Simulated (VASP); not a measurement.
Hg2SeS (space group P-4m2): computed properties

Calculation: LDA (Ceperley-Alder, Perdew-Zunger), VASP's LDA PAW potentials (set 64) (plane waves; VASP).

```json
{
  "space_group": "P-4m2 (115)",
  "cell": "a = b = 4.2100 Å, c = 5.9465 Å, α = β = γ = 90.00°",
  "volume_per_atom": "26.35 Å³/atom",
  "band gap (over mesh and band path)": "none (metal, semimetal or under 0.01 eV)",
  "band_gap_with_spin_orbit_coupling": "0.02 eV",
  "density": "8.07 g/cm³"
}
```

```
Hg2SSe
1.0
    4.20999     0.00000     0.00000
    0.00000     4.20999     0.00000
    0.00000     0.00000     5.94655
Hg Se S
2 1 1
Cartesian
  2.10499   4.20999   4.53350
  0.00000   2.10499   1.41305
  0.00000   4.20999   2.97327
  2.10499   2.10499   0.00000
```

Unless said otherwise, spin-orbit coupling is left out, though it shifts the bands of the heavy elements here.

The structure comes from a computed database's Hg2SeS entry (P-4m2); how it stands against other phases isn't given here. It was relaxed first, which changed the volume by -5 %. Symmetry was kept, so distortions that lower it aren't found.
